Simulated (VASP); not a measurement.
Crystal: GaSb.

```
Ga Sb
1.0
     0.00000    3.05900    3.05900
     3.05900    0.00000    3.05900
     3.05900    3.05900    0.00000
Ga Sb
1 1
Cartesian
  0.0000 0.0000 0.0000
  1.5295 1.5295 1.5295
```

Program: VASP 6.6.1. Alike in all runs: task single point; no spin polarisation; cell as given; smearing fermi-dirac 0.05 eV.

**Question.** Order these runs on this cell by their band gap on the k mesh, lowest first.
A. level r2SCAN; potentials or basis VASP PAW PBE potentials, release 64 (Ga_d, Sb); k mesh 9 × 9 × 9; cutoff (eV) 520; mesh quality not flagged
B. level HSE06; potentials or basis VASP PAW PBE potentials, release 64 (Ga_d, Sb); k mesh 5 × 5 × 5; cutoff (eV) 520; grid for exact exchange (PRECFOCK) Normal; screening parameter 0.2 1/A; mesh quality not flagged
C. level LDA; potentials or basis VASP PAW LDA potentials, release 64 (Ga_d, Sb); k mesh 4 × 4 × 4; cutoff (eV) 300; mesh quality coarse

**Answer.** C (metal), A (0.45 eV), B (0.88 eV).

Caveats: some runs use coarse meshes; spin-orbit coupling is left out, which moves the levels of the heavy elements (some runs); an odd mesh through Γ misses points on the zone boundary, where band edges often lie (some runs); this crystal is a semiconductor, whose small gap the functional closes, so the metal is an error of the method (some runs).

A k mesh can miss the band edges, odd and even meshes differently.
